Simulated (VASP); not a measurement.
Consider the following.

```
MnS
1.0
    0.00000     2.72457     2.72457
    2.72457     0.00000     2.72457
    2.72457     2.72457     0.00000
S Mn
1 1
Cartesian
  1.36229   1.36229   1.36229
  0.00000   0.00000   0.00000
```
Starting moments (μB, in the order of the record's atoms S Mn): 0.1 4.1.

The numbers are results of PBEsol GGA, VASP's PBE PAW potentials (set 64) (plane waves; VASP), not measurements. Run with 400 eV cut-off, Gaussian smearing of 0.050 eV, potentials S Mn_pv.

The moments were started parallel, and other spin orders were not tried in this run.

Task: Give the spin-up energies of bands 5 to 14 at the high-symmetry points, in eV from the Fermi level.

Result: 
```csv
band,Γ,X,U,L,W
5,-4.91,-6.13,-5.71,-5.99,-5.38
6,-4.91,-4.24,-4.78,-4.69,-5.20
7,-4.91,-4.24,-4.38,-4.69,-4.23
8,-2.96,-3.00,-3.19,-2.82,-3.00
9,-2.96,-2.69,-2.83,-2.82,-2.97
10,0.78,-2.43,-2.44,-2.56,-2.61
11,0.78,-1.87,-1.92,-0.38,-2.17
12,0.78,-1.87,-1.33,-0.38,-1.39
13,1.40,3.05,3.92,3.34,4.98
14,6.14,4.66,5.94,6.61,6.56
```

Task: Give the spin-down energies of bands 5 to 14 at the high-symmetry points, in eV from the Fermi level.

Result: 
| band | Γ | X | U | L | W |
|---|---|---|---|---|---|
| 5 | -3.44 | -5.32 | -4.90 | -5.42 | -4.52 |
| 6 | -3.44 | -3.40 | -4.19 | -3.33 | -4.47 |
| 7 | -3.44 | -3.40 | -3.35 | -3.33 | -3.56 |
| 8 | 0.86 | -0.21 | -0.10 | 0.89 | -0.18 |
| 9 | 0.86 | 0.90 | 0.89 | 1.00 | 0.55 |
| 10 | 2.21 | 1.36 | 0.95 | 1.00 | 1.27 |
| 11 | 3.37 | 1.37 | 1.75 | 2.23 | 1.55 |
| 12 | 3.37 | 1.37 | 1.90 | 2.23 | 2.14 |
| 13 | 3.37 | 4.81 | 5.39 | 4.39 | 6.21 |
| 14 | 7.14 | 6.21 | 7.13 | 7.79 | 7.81 |

It has no gap at this level: it comes out as a metal or semimetal.

The structure was generated: MnS was put into the zincblende type (F-43m), which need not be its known phase. It was relaxed first, which changed the volume by -9 %.
